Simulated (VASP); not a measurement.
Level of theory: PBEsol GGA, VASP's PBE PAW potentials (set 64) (plane waves; VASP).

Input for VASP

INCAR:
```
! general
SYSTEM  = Pb(210) slab
PREC    = Normal
ENCUT   = 400
LREAL   = F
LASPH   = T

! electronic loop
EDIFF   = 1E-5
NELM    = 100
NELMIN  = 4
ALGO    = Normal
LMAXMIX = 4

! smearing
ISMEAR  = 1
SIGMA   = 0.1

! functional
GGA     = PS

! ions
IBRION  = 2
NSW     = 120
ISIF    = 2
EDIFFG  = -0.03

! output
LWAVE   = T
LCHARG  = F

! other
LDIPOL  = T
IDIPOL  = 3
DIPOL   = 0.5 0.5 0.5
```

### KPOINTS
```
Automatic mesh
0
Gamma
6 6 1
0 0 0
```

### POSCAR
```
Pb(210) slab
1
    6.0357723974     0.0000000000     0.0000000000
    4.0238482649     4.4987991109    -0.0000000000
   -0.0000000000    -0.0000000000    25.9536639056
Pb
10
Direct
  0.1472814446   0.1472814446   0.3155793098
  0.4531581208   0.4531581208   0.3505527321
  0.7467864386   0.7467864386   0.3911094829
  0.0506888178   0.0506888178   0.4331340884
  0.3528339505   0.3528339505   0.4783219414
  0.6471660495   0.6471660495   0.5216780586
  0.9493111822   0.9493111822   0.5668659116
  0.2532135614   0.2532135614   0.6088905171
  0.5468418792   0.5468418792   0.6494472679
  0.8527185554   0.8527185554   0.6844206902
```

POTCAR, in this order: Pb_d (PBE.64 set). Program: vasp_std.

The run wrote:

File OSZICAR:
```
       N       E                     dE             d eps       ncg     rms          rms(c)
DAV:   1     0.155987341828E+04    0.15599E+04   -0.57131E+04  2312   0.131E+03
DAV:   2     0.126611562367E+03   -0.14333E+04   -0.14057E+04  2324   0.432E+02
DAV:   3    -0.302120432228E+02   -0.15682E+03   -0.15460E+03  2496   0.197E+02
DAV:   4    -0.383817893658E+02   -0.81697E+01   -0.81410E+01  2496   0.559E+01
DAV:   5    -0.387280022876E+02   -0.34621E+00   -0.34611E+00  2848   0.941E+00    0.205E+00
DAV:   6    -0.384119246020E+02    0.31608E+00   -0.43751E-01  3092   0.972E+00    0.125E+00
DAV:   7    -0.383549013984E+02    0.57023E-01   -0.34248E-01  2772   0.726E+00    0.634E-01
DAV:   8    -0.383438222656E+02    0.11079E-01   -0.23005E-01  2620   0.355E+00    0.414E-01
DAV:   9    -0.383407090910E+02    0.31132E-02   -0.16422E-02  2760   0.992E-01    0.265E-01
DAV:  10    -0.383369309793E+02    0.37781E-02   -0.13133E-02  2460   0.136E+00    0.104E-01
DAV:  11    -0.383368634984E+02    0.67481E-04   -0.41683E-03  2520   0.858E-01    0.791E-02
DAV:  12    -0.383371342161E+02   -0.27072E-03   -0.70150E-04  2328   0.171E-01    0.447E-02
DAV:  13    -0.383374714923E+02   -0.33728E-03   -0.94261E-04  2452   0.257E-01    0.244E-02
DAV:  14    -0.383376373620E+02   -0.16587E-03   -0.14244E-04  2624   0.865E-02    0.216E-02
DAV:  15    -0.383380465088E+02   -0.40915E-03   -0.18567E-04  2244   0.106E-01    0.137E-02
DAV:  16    -0.383381025059E+02   -0.55997E-04   -0.27767E-05  1696   0.684E-02    0.855E-03
DAV:  17    -0.383381840212E+02   -0.81515E-04   -0.19611E-05  1584   0.287E-02    0.419E-03
DAV:  18    -0.383382731904E+02   -0.89169E-04   -0.22637E-05  1612   0.242E-02    0.447E-03
DAV:  19    -0.383383015541E+02   -0.28364E-04   -0.88118E-06  1632   0.220E-02    0.206E-03
DAV:  20    -0.383383364767E+02   -0.34923E-04   -0.13784E-06  1436   0.143E-02    0.111E-03
DAV:  21    -0.383383686853E+02   -0.32209E-04   -0.18131E-06  1484   0.676E-03    0.111E-03
DAV:  22    -0.383383811889E+02   -0.12504E-04   -0.51051E-07  1404   0.654E-03    0.363E-04
DAV:  23    -0.383383915405E+02   -0.10352E-04   -0.76339E-07  1452   0.449E-03    0.495E-04
DAV:  24    -0.383383939651E+02   -0.24246E-05   -0.29256E-07  1380   0.415E-03
   1 F= -.38338394E+02 E0= -.38338663E+02  d E =-.383384E+02
       N       E                     dE             d eps       ncg     rms          rms(c)
DAV:   1    -0.383401030610E+02   -0.17115E-02   -0.19270E+00  2488   0.429E+00    0.104E-01
DAV:   2    -0.383436838103E+02   -0.35807E-02   -0.37840E-02  3120   0.123E+00    0.502E-02
DAV:   3    -0.383436894415E+02   -0.56313E-05   -0.60234E-04  3404   0.264E-01    0.330E-02
DAV:   4    -0.383436799173E+02    0.95243E-05   -0.63747E-05  2444   0.581E-02
   2 F= -.38343680E+02 E0= -.38344159E+02  d E =-.528595E-02
       N       E                     dE             d eps       ncg     rms          rms(c)
DAV:   1    -0.383048418915E+02    0.38848E-01   -0.17197E+01  2488   0.130E+01    0.442E-01
DAV:   2    -0.383569824183E+02   -0.52141E-01   -0.55928E-01  3136   0.490E+00    0.232E-01
DAV:   3    -0.383564265467E+02    0.55587E-03   -0.63408E-03  3060   0.104E+00    0.154E-01
DAV:   4    -0.383561438274E+02    0.28272E-03   -0.98377E-04  3012   0.242E-01    0.103E-01
DAV:   5    -0.383560461391E+02    0.97688E-04   -0.22154E-04  2716   0.145E-01    0.617E-02
DAV:   6    -0.383560093836E+02    0.36755E-04   -0.17891E-04  2508   0.179E-01    0.174E-02
DAV:   7    -0.383560221331E+02   -0.12749E-04   -0.10173E-04  2244   0.964E-02    0.836E-03
DAV:   8    -0.383560224421E+02   -0.30903E-06   -0.31283E-05  1872   0.608E-02
   3 F= -.38356022E+02 E0= -.38357014E+02  d E =-.176285E-01
       N       E                     dE             d eps       ncg     rms          rms(c)
DAV:   1    -0.380997652727E+02    0.25626E+00   -0.68789E+01  2484   0.267E+01    0.891E-01
DAV:   2    -0.383664144981E+02   -0.26665E+00   -0.27761E+00  3136   0.925E+00    0.407E-01
DAV:   3    -0.383658913056E+02    0.52319E-03   -0.27604E-02  3420   0.189E+00    0.276E-01
DAV:   4    -0.383652110525E+02    0.68025E-03   -0.32657E-03  3196   0.419E-01    0.188E-01
DAV:   5    -0.383650292137E+02    0.18184E-03   -0.60572E-04  2628   0.235E-01    0.118E-01
DAV:   6    -0.383649456164E+02    0.83597E-04   -0.35679E-04  2524   0.267E-01    0.462E-02
DAV:   7    -0.383649678528E+02   -0.22236E-04   -0.30170E-04  2648   0.211E-01    0.129E-02
DAV:   8    -0.383649754002E+02   -0.75474E-05   -0.11785E-04  2224   0.123E-01    0.668E-03
DAV:   9    -0.383649783808E+02   -0.29806E-05   -0.41277E-06  1384   0.329E-02
   4 F= -.38364978E+02 E0= -.38366757E+02  d E =-.265844E-01
       N       E                     dE             d eps       ncg     rms          rms(c)
DAV:   1    -0.383639655240E+02    0.10099E-02   -0.64864E-01  2492   0.249E+00    0.485E-02
DAV:   2    -0.383650206248E+02   -0.10551E-02   -0.11010E-02  3152   0.595E-01    0.222E-02
DAV:   3    -0.383650320433E+02   -0.11418E-04   -0.17017E-04  3408   0.925E-02    0.152E-02
DAV:   4    -0.383650323450E+02   -0.30165E-06   -0.61954E-06  1296   0.242E-02
   5 F= -.38365032E+02 E0= -.38366741E+02  d E =-.266384E-01
       N       E                     dE             d eps       ncg     rms          rms(c)
DAV:   1    -0.383611427542E+02    0.38893E-02   -0.33600E+00  2448   0.568E+00    0.148E-01
DAV:   2    -0.383677920380E+02   -0.66493E-02   -0.70900E-02  3164   0.172E+00    0.740E-02
DAV:   3    -0.383677653529E+02    0.26685E-04   -0.10159E-03  3404   0.370E-01    0.479E-02
DAV:   4    -0.383677418167E+02    0.23536E-04   -0.13009E-04  3044   0.847E-02    0.306E-02
DAV:   5    -0.383677376202E+02    0.41965E-05   -0.25826E-05  1352   0.446E-02
   6 F= -.38367738E+02 E0= -.38369289E+02  d E =-.270528E-02
       N       E                     dE             d eps       ncg     rms          rms(c)
DAV:   1    -0.382715798121E+02    0.96162E-01   -0.29964E+01  2456   0.173E+01    0.601E-01
DAV:   2    -0.383732185851E+02   -0.10164E+00   -0.10839E+00  3176   0.643E+00    0.301E-01
DAV:   3    -0.383723670261E+02    0.85156E-03   -0.11303E-02  3284   0.134E+00    0.199E-01
DAV:   4    -0.383719124023E+02    0.45462E-03   -0.15414E-03  2920   0.290E-01    0.133E-01
DAV:   5    -0.383717770057E+02    0.13540E-03   -0.36340E-04  2708   0.157E-01    0.812E-02
DAV:   6    -0.383717087980E+02    0.68208E-04   -0.29124E-04  2572   0.302E-01    0.175E-02
DAV:   7    -0.383717303181E+02   -0.21520E-04   -0.19537E-04  2296   0.101E-01    0.102E-02
DAV:   8    -0.383717264823E+02    0.38359E-05   -0.21010E-05  1276   0.468E-02
   7 F= -.38371726E+02 E0= -.38372757E+02  d E =-.669414E-02
```

File OUTCAR:
```
------------------------ aborting loop because EDIFF is reached ----------------------------------------
  FORCE on cell =-STRESS in cart. coord.  units (eV):
  Direction    XX          YY          ZZ          XY          YZ          ZX
  --------------------------------------------------------------------------------------
  Total       -2.6111346     -1.5847542     -0.3059838     -0.5737641      0.0725496      0.1622260
  in kB       -5.9362437     -3.6028350     -0.6956341     -1.3044151      0.1649368      0.3688103
  external PRESSURE =      -3.4115709 kB  Pullay stress =       0.0000000 kB
  volume of cell :      704.74
      direct lattice vectors                 reciprocal lattice vectors
     6.035772397  0.000000000  0.000000000     0.165678878 -0.148187694  0.000000000
     4.023848265  4.498799111  0.000000000     0.000000000  0.222281541  0.000000000
     0.000000000  0.000000000 25.953663906     0.000000000  0.000000000  0.038530205
 POSITION                                       TOTAL-FORCE (eV/Angst)
 -----------------------------------------------------------------------------------
      1.43629      0.64233      8.29054        -0.009632     -0.004307     -0.011063
      4.54683      2.03340      9.08305        -0.003258     -0.001457      0.009792
      7.53931      3.37168     10.16737        -0.002811     -0.001257      0.014324
      0.50207      0.22453     11.30436        -0.005781     -0.002585      0.020062
      3.56321      1.59351     12.36071         0.004475      0.002001      0.008584
      6.49642      2.90529     13.59295        -0.004475     -0.002001     -0.008584
      9.55755      4.27427     14.64930         0.005781      0.002585     -0.020062
      2.52031      1.12712     15.78629         0.002811      0.001257     -0.014324
      5.51280      2.46540     16.87062         0.003258      0.001457     -0.009792
      8.62333      3.85647     17.66312         0.009632      0.004307      0.011063
 -----------------------------------------------------------------------------------
    total drift:                               -0.000000     -0.000000      0.000000
  FREE ENERGIE OF THE ION-ELECTRON SYSTEM (eV)
  ---------------------------------------------------
  free  energy   TOTEN  =       -38.3717264823 eV

  energy  without entropy=      -38.3748172393  energy(sigma->0) =      -38.37275673

 reached required accuracy - stopping structural energy minimisation
```
(Selected blocks of OUTCAR.)

File CONTCAR:
```
Pb(210) slab
   1.00000000000000
     6.0357723973999997    0.0000000000000000    0.0000000000000000
     4.0238482648999998    4.4987991109000003    0.0000000000000000
     0.0000000000000000    0.0000000000000000   25.9536639055999991
  Pb
    10
Direct
     0.1427773309436852    0.1427773309436852    0.3194363617941285
     0.4519877761475168    0.4519877761475168    0.3499716992787464
     0.7494623813881947    0.7494623813881947    0.3917508761439344
     0.0499096146825380    0.0499096146825380    0.4355593147380585
     0.3542087023794281    0.3542087023794281    0.4762607011112407
     0.6457912976205719    0.6457912976205719    0.5237392988887595
     0.9500903853174620    0.9500903853174620    0.5644406852619416
     0.2505376186118053    0.2505376186118053    0.6082491238560656
     0.5480122238524830    0.5480122238524830    0.6500283007212536
     0.8572226690563148    0.8572226690563148    0.6805636382058715
```

**OUTCAR**
```
 val. band max:        0.8326946682   @ k =  -0.1667   0.1667   0.0000

 cond. band min:       0.8775227766   @ k =   0.5000   0.3333   0.0000


 Fermi energy:         0.8451822386

 k-point     1 :       0.0000    0.0000    0.0000
  band No.  band energies     occupation
      1     -16.3150      2.00000
      2     -16.2454      2.00000
      3     -16.2371      2.00000
      4     -16.2198      2.00000
      5     -16.2132      2.00000
      6     -16.1979      2.00000
      7     -16.1958      2.00000
      8     -16.1897      2.00000
      9     -16.1845      2.00000
     10     -16.1702      2.00000
     11     -16.1662      2.00000
     12     -16.1652      2.00000
     13     -16.1641      2.00000
     14     -16.1567      2.00000
     15     -16.1353      2.00000
     16     -16.1291      2.00000
     17     -16.1274      2.00000
     18     -16.1093      2.00000
     19     -16.1036      2.00000
     20     -16.0975      2.00000
     21     -16.0884      2.00000
     22     -16.0759      2.00000
     23     -16.0692      2.00000
     24     -16.0649      2.00000
     25     -16.0431      2.00000
     26     -16.0295      2.00000
     27     -16.0294      2.00000
     28     -16.0292      2.00000
     29     -16.0160      2.00000
     30     -16.0136      2.00000
     31     -15.9933      2.00000
     32     -15.9914      2.00000
     33     -15.9772      2.00000
     34     -15.9544      2.00000
     35     -15.9370      2.00000
     36     -15.9352      2.00000
     37     -15.9305      2.00000
     38     -15.9198      2.00000
     39     -15.9166      2.00000
     40     -15.8973      2.00000
     41     -15.8838      2.00000
     42     -15.8759      2.00000
     43     -15.8732      2.00000
     44     -15.8679      2.00000
     45     -15.8578      2.00000
     46     -15.8462      2.00000
     47     -15.8444      2.00000
     48     -15.8184      2.00000
     49     -15.8166      2.00000
     50     -15.7980      2.00000
     51     -10.8008      2.00000
...
```

Unless said otherwise, spin-orbit coupling is left out, though it shifts the bands of the heavy elements here.

The cell is a thin slab with vacuum, built from Pb (fcc): (210) face.
